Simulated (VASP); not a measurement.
```
CoSi2
1.0
    0.00000     2.65228     2.65228
    2.65228     0.00000     2.65228
    2.65228     2.65228     0.00000
Co Si
1 2
Direct
  0.00000   0.00000   0.00000
  0.25000   0.25000   0.25000
  0.75000   0.75000   0.75000
```

These are revTPSS meta-GGA, VASP's PBE PAW potentials (set 64) (plane waves; VASP) values and carry that method's errors. Settings: 520 eV cut-off, 11×11×11 Γ-centred mesh, tetrahedra with Blöchl corrections, potentials Co Si.

Estimate the energy per atom (σ→0), band gap (over mesh and band path) with the smallest direct gap where there is one.

```
Property                                                               Value
----------------------------------  ----------------------------------------
band gap (over mesh and band path)  none (metal, semimetal or under 0.01 eV)
energy per atom (σ→0)                                     -612.2 kJ/mol-atom
```

Total energies compare only between runs with the same potentials, cut-off and functional.

The compound is CoSi2 in the fluorite structure. It was relaxed first. The run is not spin-polarised, so no magnetic state was tried. The electron count is odd and the run is not spin-polarised, which forces a metal.
